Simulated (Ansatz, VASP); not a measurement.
**NbSeN in VASP and in Ansatz**

File INCAR:

```
PREC     = Accurate       # precision mode
ENCUT    = 520            # plane-wave cutoff, eV
EDIFF    = 1E-7           # SCF threshold, eV
ISMEAR   = -1             # smearing method
SIGMA    = 0.05           # smearing width, eV
LREAL    = False          # projectors in reciprocal space
LASPH    = True           # aspherical terms in the spheres
NELM     = 60             # most SCF steps
ALGO     = Normal         # electronic algorithm
ISIF     = 2              # what is computed and relaxed
LWAVE    = False          # write WAVECAR
LCHARG   = False          # write CHGCAR
GGA      = PE             # functional
NBANDS   = 33             # bands
```

File KPOINTS:

```
regular mesh
0
Gamma
  7 7 4
```

File POSCAR:

```
NbSeN
1.0
    3.6724980000      0.0000000000      0.0000000000
    0.0000000000      3.6724980000      0.0000000000
    0.0000000000      0.0000000000      6.3781640000
Nb Se N
2 2 2
Direct
   -0.0051300000      0.5088290000      0.8249850000
    0.5040880000      0.0093490000      0.1711980000
    0.0028390000      0.5004730000      0.3816830000
    0.4975430000      0.0056530000      0.6260640000
    0.0055740000      0.0041810000      0.0039390000
    0.5056080000      0.5064020000      0.0072720000
```

The input input.yaml:

```yaml
crystal:
  lattice:
    - [3.672498, 0.0, 0.0]
    - [0.0, 3.672498, 0.0]
    - [0.0, 0.0, 6.378164]
  atoms:
    - { symbol: Nb, position: [-0.00513, 0.508829, 0.824985] }
    - { symbol: Nb, position: [0.504088, 0.009349, 0.171198] }
    - { symbol: Se, position: [0.002839, 0.500473, 0.381683] }
    - { symbol: Se, position: [0.497543, 0.005653, 0.626064] }
    - { symbol: "N", position: [0.005574, 0.004181, 0.003939] }
    - { symbol: "N", position: [0.505608, 0.506402, 0.007272] }
hamiltonian:
  xc: pbe
  pseudopotentials: { kind: paw }
kpoints:
  mp_grid: { grid: [7, 7, 4] }
scf:
  occupations: { method: fermi_dirac, width: 0.05 }
output:
  forces: true
  stress: true
  eigenvalues: true
  write_density: true
  write_potential: true
  elf: true
  volumetric_format: npy
```

Change from the starting cell: atoms moved at random, drawn with an rms of 0.05 Å.

Alike in both runs: task single point; functional PBE; k mesh 7 × 7 × 4; occupations fermi-dirac, width 0.05 eV; no spin polarisation.

```csv
,VASP,Ansatz
version,VASP 6.6.1,Ansatz 0.2.0
potentials or method,"VASP PAW PBE potentials, release 64 (Nb_sv, Se, N)",Ansatz PAW
plane-wave cutoff (eV),520,420
valence electrons in the cell,48,68
```

Ansatz gave:

| Quantity | Value |
| --- | --- |
| gap on the k mesh at the Fermi level (eV) | none |
| pressure (GPa) | -2.8 |
| largest component of the traceless stress (GPa) | 0.26 |
| rms of the force components (eV/Å) | 0.260 |

Q: What did VASP give for the same quantities?

A: gap on the k mesh at the Fermi level (eV): none; pressure (GPa): -3.0; largest component of the traceless stress (GPa): 0.26; rms of the force components (eV/Å): 0.263.

Atom by atom the forces differ by 0.005 eV/Å (rms over components). A gap of «none» marks a metal or a gap that the smearing closes. The functional is the same, so the differences come from potentials, cutoffs and numerics. The two sets of potentials don't hold the same shells in valence.
